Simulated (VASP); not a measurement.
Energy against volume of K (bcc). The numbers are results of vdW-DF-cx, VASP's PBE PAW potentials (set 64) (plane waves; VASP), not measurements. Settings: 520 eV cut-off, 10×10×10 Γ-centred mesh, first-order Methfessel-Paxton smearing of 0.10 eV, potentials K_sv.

```
V (Å³/atom)  E (eV/atom)
-----------  -----------
69.183           1.20334
71.391           1.20044
73.599           1.19915
75.807           1.19927
```

Q: Fit these four points and predict the energy of the run at 78.015 Å³/atom.

A: A cubic in V^(−2/3), the third-order Birch-Murnaghan form, passes through the four points with V0 = 74.49 Å³/atom and B0 = 3 GPa, and gives 1.2006 eV/atom there. The run gave 1.2006 eV/atom, -0.0 meV/atom from the fit; all five points give B0 = 3 GPa.

The compound is K in the bcc structure. It was relaxed first.
